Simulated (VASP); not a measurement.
Given:

```
LiCl
1.0
    0.00000     2.57000     2.57000
    2.57000     0.00000     2.57000
    2.57000     2.57000     0.00000
Li Cl
1 1
Direct
  0.00000   0.00000   0.00000
  0.50000   0.50000   0.50000
```

Method: G0W0 on PBE orbitals, VASP's PBE PAW potentials (set 64) (plane waves; VASP). Run with PREC = Normal, 500 eV cut-off, 4×4×4 Γ-centred mesh, Gaussian smearing of 0.010 eV, potentials Li_sv_GW Cl_GW.

The mesh is coarse and the basis finite, so the quasiparticle values are not converged.

NBANDS = 160, ENCUTGW = 200 eV, NOMEGA = 64. The PBE levels (eV) that the step starts from are:

```tsv
state	KS energy	filling
k1 (0.00, 0.00, 0.00), band 2	-13.32	2
k1 (0.00, 0.00, 0.00), band 3	0.06	2
k1 (0.00, 0.00, 0.00), band 4	0.06	2
k1 (0.00, 0.00, 0.00), band 5	0.06	2
k1 (0.00, 0.00, 0.00), band 6	6.35	0
k1 (0.00, 0.00, 0.00), band 7	11.85	0
k1 (0.00, 0.00, 0.00), band 8	11.85	0
k1 (0.00, 0.00, 0.00), band 9	11.85	0
k2 (0.25, 0.00, 0.00), band 2	-13.05	2
k2 (0.25, 0.00, 0.00), band 3	-1.51	2
k2 (0.25, 0.00, 0.00), band 4	-0.07	2
k2 (0.25, 0.00, 0.00), band 5	-0.07	2
k2 (0.25, 0.00, 0.00), band 6	7.25	0
k2 (0.25, 0.00, 0.00), band 7	10.66	0
k2 (0.25, 0.00, 0.00), band 8	10.66	0
k2 (0.25, 0.00, 0.00), band 9	10.96	0
k3 (0.50, 0.00, 0.00), band 2	-12.76	2
k3 (0.50, 0.00, 0.00), band 3	-2.73	2
k3 (0.50, 0.00, 0.00), band 4	-0.19	2
k3 (0.50, 0.00, 0.00), band 5	-0.19	2
k3 (0.50, 0.00, 0.00), band 6	6.79	0
k3 (0.50, 0.00, 0.00), band 7	9.49	0
k3 (0.50, 0.00, 0.00), band 8	9.49	0
k3 (0.50, 0.00, 0.00), band 9	12.96	0
```

Problem. Give the quasiparticle energies and renormalisation factors Z.

Solution. 
```
state                          QP energy (eV)     Z
-----------------------------  --------------  ----
k1 (0.00, 0.00, 0.00), band 2          -14.97  0.76
k1 (0.00, 0.00, 0.00), band 3           -1.77  0.79
k1 (0.00, 0.00, 0.00), band 4           -1.77  0.79
k1 (0.00, 0.00, 0.00), band 5           -1.77  0.79
k1 (0.00, 0.00, 0.00), band 6            7.10  0.83
k1 (0.00, 0.00, 0.00), band 7           13.00  0.82
k1 (0.00, 0.00, 0.00), band 8           13.00  0.82
k1 (0.00, 0.00, 0.00), band 9           13.00  0.82
k2 (0.25, 0.00, 0.00), band 2          -14.63  0.76
k2 (0.25, 0.00, 0.00), band 3           -3.51  0.79
k2 (0.25, 0.00, 0.00), band 4           -1.92  0.79
k2 (0.25, 0.00, 0.00), band 5           -1.92  0.79
k2 (0.25, 0.00, 0.00), band 6            8.07  0.83
k2 (0.25, 0.00, 0.00), band 7           11.82  0.83
k2 (0.25, 0.00, 0.00), band 8           11.82  0.83
k2 (0.25, 0.00, 0.00), band 9           11.98  0.81
k3 (0.50, 0.00, 0.00), band 2          -14.23  0.74
k3 (0.50, 0.00, 0.00), band 3           -4.89  0.78
k3 (0.50, 0.00, 0.00), band 4           -2.06  0.79
k3 (0.50, 0.00, 0.00), band 5           -2.06  0.79
k3 (0.50, 0.00, 0.00), band 6            7.60  0.84
k3 (0.50, 0.00, 0.00), band 7           10.62  0.83
k3 (0.50, 0.00, 0.00), band 8           10.62  0.83
k3 (0.50, 0.00, 0.00), band 9           14.04  0.78
```
On the mesh the gap opens from 6.29 to 8.87 eV.

The compound is LiCl in the rock salt structure. The cell was not relaxed at this level. The k-mesh is coarse (spacing up to 0.53 per Å, 2π included), so the numbers may not be converged in it.
